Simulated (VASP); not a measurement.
Data:

```yaml
crystal:
  lattice:
    - [-2.06807, 2.06807, 2.06807]
    - [2.06807, -2.06807, 2.06807]
    - [2.06807, 2.06807, -2.06807]
  atoms:
    - { symbol: Na, position: [0.00000, 0.00000, 0.00000] }
```

Method: PBEsol GGA, VASP's PBE PAW potentials (set 64) (plane waves; VASP). Run with 400 eV cut-off, 14×14×14 Γ-centred mesh, tetrahedra with Blöchl corrections, potentials Na_pv.

Task: Predict the energy per atom (σ→0), band gap (on the k-mesh) with the smallest direct gap where there is one.

Result: 
```json
{
 "band gap (on the k-mesh)": "none (metal, semimetal or under 0.01 eV)",
 "energy per atom (σ→0)": "-1.398 eV/atom"
}
```

The compound is Na in the bcc structure. It was relaxed first, which changed the volume by -8 %.
